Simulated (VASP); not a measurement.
Level of theory: r2SCAN meta-GGA, VASP's PBE PAW potentials (set 64) (plane waves; VASP 6.6.1).

The input files of a VASP run:

File POSCAR:
```
Be(001) slab
1
    2.2659438307     0.0000000000     0.0000000000
   -1.1329719153     1.9623647481     0.0000000000
    0.0000000000     0.0000000000    25.6068859028
Be
6
Direct
  0.6666670000   0.3333330000   0.3935430925
  0.3333330000   0.6666670000   0.3203691102
  0.6666670000   0.3333330000   0.5354022082
  0.3333330000   0.6666670000   0.4645977918
  0.6666670000   0.3333330000   0.6796308898
  0.3333330000   0.6666670000   0.6064569075
```

KPOINTS:
```
K-points
0
Gamma
 14 14 1
0 0 0
```

### INCAR
```
! general
SYSTEM   =  Be(001) slab
PREC     =  Normal
ENCUT    =  400
LREAL    =  .FALSE.
LASPH    =  .TRUE.

! electronic loop
EDIFF    =  1E-6
NELM     =  100
NELMIN   =  4
ALGO     =  Normal
LMIXTAU  =  .TRUE.

! smearing
ISMEAR   =  1
SIGMA    =  0.1

! functional
METAGGA  =  R2SCAN

! output
LWAVE    =  .FALSE.
LCHARG   =  .FALSE.
LORBIT   =  11
LVHAR    =  .TRUE.

! other
LDIPOL   =  .TRUE.
IDIPOL   =  3
DIPOL    =  0.5 0.5 0.5
```

POTCAR, in this order: Be (PBE.64 set). Program: vasp_std. Read from the step before: WAVECAR.

What VASP printed:

OSZICAR:
```
       N       E                     dE             d eps       ncg     rms          rms(c)
DAV:   1    -0.250534526594E+02   -0.25053E+02   -0.30370E-05   588   0.329E-02    0.327E-03
DAV:   2    -0.250534494199E+02    0.32395E-05   -0.34985E-05   586   0.322E-02    0.116E-03
DAV:   3    -0.250534496228E+02   -0.20286E-06   -0.21216E-06   550   0.110E-02    0.322E-04
DAV:   4    -0.250534498104E+02   -0.18758E-06   -0.17374E-07   346   0.440E-03
   1 F= -.25053450E+02 E0= -.25053859E+02  d E =0.122874E-02
```

OUTCAR:
```
------------------------ aborting loop because EDIFF is reached ----------------------------------------
  FORCE on cell =-STRESS in cart. coord.  units (eV):
  Direction    XX          YY          ZZ          XY          YZ          ZX
  --------------------------------------------------------------------------------------
  Total       -2.4238266     -2.4238262     -0.0462712     -0.0000000      0.0000000      0.0000000
  in kB      -34.1056629    -34.1056569     -0.6510814     -0.0000000      0.0000000      0.0000000
  external PRESSURE =     -22.9541337 kB  Pullay stress =       0.0000000 kB
  volume of cell :      113.86
      direct lattice vectors                 reciprocal lattice vectors
     2.265943831  0.000000000  0.000000000     0.441317206  0.254794630  0.000000000
    -1.132971915  1.962364748  0.000000000     0.000000000  0.509589260  0.000000000
     0.000000000  0.000000000 25.606885903     0.000000000  0.000000000  0.039051996
 POSITION                                       TOTAL-FORCE (eV/Angst)
 -----------------------------------------------------------------------------------
      1.13297      0.65412     10.07741        -0.000000      0.000000     -0.011669
     -0.00000      1.30824      8.20366         0.000000     -0.000000      0.012667
      1.13297      0.65412     13.70998         0.000000     -0.000000      0.014990
     -0.00000      1.30824     11.89690        -0.000000      0.000000     -0.014990
      1.13297      0.65412     17.40323        -0.000000      0.000000     -0.012667
     -0.00000      1.30824     15.52947         0.000000     -0.000000      0.011669
 -----------------------------------------------------------------------------------
    total drift:                               -0.000000     -0.000000      0.000000
  FREE ENERGIE OF THE ION-ELECTRON SYSTEM (eV)
  ---------------------------------------------------
  free  energy   TOTEN  =       -25.0534498104 eV

  energy  without entropy=      -25.0546785478  energy(sigma->0) =      -25.05385939

 total charge

# of ion       s       p       d       tot
------------------------------------------
    1        0.414   0.715   0.000   1.129
    2        0.406   0.619   0.000   1.025
    3        0.412   0.736   0.000   1.148
    4        0.412   0.736   0.000   1.148
    5        0.406   0.619   0.000   1.025
    6        0.414   0.715   0.000   1.129
--------------------------------------------------
tot          2.465   4.139   0.000   6.603
```
(Selected blocks of OUTCAR.)

File OUTCAR:
```
 val. band max:       -0.5492315049   @ k =   0.2143   0.0714   0.0000

 cond. band min:      -0.3610891334   @ k =   0.3571   0.2857   0.0000


 Fermi energy:        -0.4950417579

 k-point     1 :       0.0000    0.0000    0.0000
  band No.  band energies     occupation
      1     -11.7608      2.00000
      2     -10.8775      2.00000
      3      -9.7333      2.00000
      4      -8.2633      2.00000
      5      -6.4850      2.00000
      6      -3.5507      2.00000
      7      -3.0342      2.00000
      8       2.2633      0.00000
      9       4.2452      0.00000
     10       5.1077      0.00000

 k-point     2 :       0.0714    0.0000    0.0000
  band No.  band energies     occupation
      1     -11.6011      2.00000
      2     -10.7166      2.00000
      3      -9.5706      2.00000
      4      -8.0978      2.00000
      5      -6.3116      2.00000
      6      -3.3813      2.00000
      7      -2.8410      2.00000
      8       2.3630      0.00000
      9       4.3994      0.00000
     10       5.2943      0.00000

 k-point     3 :       0.1429    0.0000    0.0000
  band No.  band energies     occupation
      1     -11.1222      2.00000
      2     -10.2345      2.00000
      3      -9.0840      2.00000
      4      -7.6036      2.00000
      5      -5.7959      2.00000
      6      -2.8823      2.00000
      7      -2.2632      2.00000
      8       2.6506      0.00000
      9       4.8410      0.00000
     10       5.8497      0.00000

 k-point     4 :       0.2143   -0.0000    0.0000
  band No.  band energies     occupation
      1     -10.3247      2.00000
      2      -9.4334      2.00000
      3      -8.2782      2.00000
      4      -6.7903      2.00000
      5      -4.9552      2.00000
      6      -2.0902      2.00000
      7      -1.3072      2.00000
      8       3.0613      0.00000
      9       5.4584      0.00000
     10       6.7380      0.00000

 k-point     5 :       0.2857    0.0000    0.0000
...
```

The cell is a thin slab with vacuum, built from Be (hcp): (001) face.
